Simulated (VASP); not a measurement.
OSZICAR of a VASP run on SnSe2:

OSZICAR:
```
       N       E                     dE             d eps       ncg     rms          rms(c)
DAV:   1     0.149828668428E+03    0.14983E+03   -0.93545E+03   546   0.875E+02
DAV:   2     0.117663960397E+01   -0.14865E+03   -0.14760E+03   565   0.237E+02
DAV:   3    -0.127102911687E+02   -0.13887E+02   -0.13864E+02   511   0.857E+01
DAV:   4    -0.130737211253E+02   -0.36343E+00   -0.36325E+00   642   0.158E+01
DAV:   5    -0.130810235130E+02   -0.73024E-02   -0.73020E-02   642   0.198E+00    0.540E+00
DAV:   6    -0.127854674962E+02    0.29556E+00   -0.59076E-01   657   0.928E+00    0.343E+00
DAV:   7    -0.127457948041E+02    0.39673E-01   -0.27480E-01   625   0.411E+00    0.536E-01
DAV:   8    -0.127411976152E+02    0.45972E-02   -0.29907E-02   628   0.209E+00    0.267E-01
DAV:   9    -0.127413039560E+02   -0.10634E-03   -0.22458E-03   610   0.309E-01    0.551E-02
DAV:  10    -0.127412961412E+02    0.78148E-05   -0.17584E-04   708   0.154E-01    0.303E-02
DAV:  11    -0.127412919013E+02    0.42399E-05   -0.77791E-05   628   0.488E-02    0.879E-03
DAV:  12    -0.127412936188E+02   -0.17176E-05   -0.11583E-05   652   0.189E-02    0.869E-03
DAV:  13    -0.127413207629E+02   -0.27144E-04   -0.23890E-05   513   0.186E-02    0.542E-03
DAV:  14    -0.127413367812E+02   -0.16018E-04   -0.18162E-06   515   0.638E-03    0.396E-03
DAV:  15    -0.127413678883E+02   -0.31107E-04   -0.40669E-06   524   0.862E-03    0.186E-03
DAV:  16    -0.127413758999E+02   -0.80116E-05   -0.27415E-07   524   0.213E-03    0.119E-03
DAV:  17    -0.127413988312E+02   -0.22931E-04   -0.54757E-07   466   0.303E-03    0.910E-04
DAV:  18    -0.127414036568E+02   -0.48256E-05   -0.59389E-08   465   0.982E-04    0.571E-04
DAV:  19    -0.127414068371E+02   -0.31803E-05   -0.79124E-08   415   0.122E-03    0.172E-04
DAV:  20    -0.127414072938E+02   -0.45668E-06   -0.72006E-09   401   0.499E-04
   1 F= -.12741407E+02 E0= -.12741407E+02  d E =-.213878E-10
```

### Question
Which electronic solver shows in the log?

### Answer
It is blocked Davidson (ALGO = Normal, or the opening steps of other solvers). The INCAR had ALGO = Normal.

### Question
Can the final energy be trusted as converged?

### Answer
The calculation finished and met its thresholds. It stopped with EDIFF = 1E-6, NELM = 100 (PBEsol GGA, plane waves, VASP's PBE PAW potentials (set 64)).  The cell holds a wide vacuum, so values per volume refer to the whole cell.

The cell is a sheet with vacuum, built from a generated structure.
